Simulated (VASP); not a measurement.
Input:

```xyz
6
Lattice="4.0961 0.0000 0.0000 0.0000 4.0961 0.0000 0.0000 0.0000 4.0961" Properties=species:S:1:pos:R:3 pbc="T T T"
Cu     3.0721     1.0240     3.0721
Cu     1.0240     3.0721     3.0721
Cu     3.0721     3.0721     1.0240
Cu     1.0240     1.0240     1.0240
O      0.0000     0.0000     0.0000
O      2.0480     2.0480     2.0480
```

Method: LDA (Ceperley-Alder, Perdew-Zunger), VASP's LDA PAW potentials (set 64) (plane waves; VASP). Run with 620 eV cut-off, 6×6×6 Γ-centred mesh, Gaussian smearing of 0.050 eV, potentials Cu O.

Energy and stress use the plane-wave basis of the starting cell.

Problem. The ions, cell shape and volume at an external pressure of 20.0 GPa are relaxed. Which structure does the run end with?

Solution. 
```xyz
6
Lattice="4.0330 0.0000 0.0000 0.0000 4.0330 0.0000 0.0000 0.0000 4.0330" Properties=species:S:1:pos:R:3 pbc="T T T"
Cu     3.0248     1.0083     3.0248
Cu     1.0083     3.0248     3.0248
Cu     3.0248     3.0248     1.0083
Cu     1.0083     1.0083     1.0083
O      0.0000     0.0000     0.0000
O      2.0165     2.0165     2.0165
```
Space group Pn-3m (224), at a tolerance of 0.03 Å.

Problem. How do energy and volume change from the first to the last step?

Solution. The energy (σ→0) changes by +47.8 meV/atom and the volume by -4.5 %, in 3 ionic steps.

The compound is Cu2O in the cuprite structure. This run relaxes it under an external pressure of 20 GPa. Symmetry was kept, so distortions that lower it aren't found.
